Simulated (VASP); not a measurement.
Input for VASP

### INCAR
```
SYSTEM=NiO
PREC=Accurate; ENCUT=520; LREAL=.FALSE.
LASPH=.TRUE.
EDIFF=1E-6; NELM=100; ALGO=Normal
LMAXMIX=4; LMIXTAU=.TRUE.
ISMEAR=0; SIGMA=0.05
METAGGA=R2SCAN
MAGMOM=0.3 1.7
ISPIN=2
IBRION=2; NSW=60; ISIF=3
EDIFFG=-0.01
LWAVE=.FALSE.; LCHARG=.FALSE.; LORBIT=10
```

**POSCAR**
```
NiO
1
    0.0000000000     2.0933774625     2.0933774625
    2.0933774625     0.0000000000     2.0933774625
    2.0933774625     2.0933774625     0.0000000000
O Ni
1 1
Direct
  0.0000000000   0.0000000000   0.0000000000
  0.5000000000   0.5000000000   0.5000000000
```

**KPOINTS**
```
Automatic mesh
0
Gamma
10 10 10
0 0 0
```

POTCAR, in this order: O Ni (PBE.64 set). Program: vasp_std.

Question: Write an equivalent input for Ansatz.

Answer: One equivalent input (not run):
Ansatz 0.2 input:
```yaml
crystal:
  lattice:
    - [0.0000000, 2.0933775, 2.0933775]
    - [2.0933775, 0.0000000, 2.0933775]
    - [2.0933775, 2.0933775, 0.0000000]
  atoms:
    - { symbol: O, position: [0.0000000, 0.0000000, 0.0000000], spin: 0.3 }
    - { symbol: Ni, position: [0.5000000, 0.5000000, 0.5000000], spin: 1.7 }
kpoints:
  mp_grid: { grid: [10, 10, 10] }
hamiltonian:
  xc: r2scan
  pseudopotentials: { kind: paw }
magnetization: { spin_polarized: true }
scf:
  occupations: { method: gaussian, width: 0.05 }
  max_iter: 100
relax:
  max_steps: 60
  f_tol: 0.01
  cell: {}
output: { forces: true, stress: true, eigenvalues: true }
```
The two are equivalent in intent, not identical: each code has its own PAW files, so the cut-off isn't converted (ENCUT is set for VASP's; basis.ecutwfc is left out, and Ansatz then takes the one that its files recommend); Ansatz stops its SCF on the density residual and VASP on the energy change (EDIFF).

The structure was generated: NiO was put into the rocksalt type (Fm-3m), which need not be its known phase. This run relaxes it. Symmetry was kept, so distortions that lower it aren't found. The start is the result of an earlier pass.
